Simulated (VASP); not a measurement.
Input of a VASP 6.6.1 run:

File INCAR:

```
  PREC = Accurate
  ENCUT = 520
  EDIFF = 1E-7
  ISMEAR = -1
  SIGMA = 0.02
  LREAL = F
  LASPH = T
  NELM = 60
  ALGO = Fast
  ISIF = 2
  LWAVE = F
  LCHARG = F
  GGA = PS
  LEFG = T
```

KPOINTS

```
Automatic mesh
0
Gamma
  8 8 8
```

POSCAR

```
SnF4
1.0
   -2.0250000000      2.0250000000      3.9650000000
    2.0250000000     -2.0250000000      3.9650000000
    2.0250000000      2.0250000000     -3.9650000000
Sn F
1 4
Direct
    0.0000000000      0.0000000000      0.0000000000
    0.2370000000      0.2370000000      0.0000000000
    0.7630000000      0.7630000000      0.0000000000
    0.5000000000      0.0000000000      0.5000000000
    0.0000000000      0.5000000000      0.5000000000
```

Potentials or basis: VASP PAW PBE potentials, release 64 (Sn_d, F).

The run is started by

```bash
$ cat potpaw_PBE.64/Sn_d/POTCAR potpaw_PBE.64/F/POTCAR > POTCAR
$ mpirun -np 1 vasp_std > vasp.out
```

Question: What does it give for the largest force?

Answer: 0.522 eV/Å.

Question: Predict the pressure.

Answer: 4.7 GPa.

Electric field gradients, principal values (V/Å²):
```csv
atom,Vxx,Vyy,Vzz
1 Sn,125.661,125.665,-251.326
2 F,-87.695,-87.715,175.411
3 F,-87.695,-87.715,175.411
4 F,-80.103,-98.043,178.146
5 F,-80.103,-98.043,178.146
```

Caveat: the PAW data sets were made with another functional, which shifts forces and pressure a little.
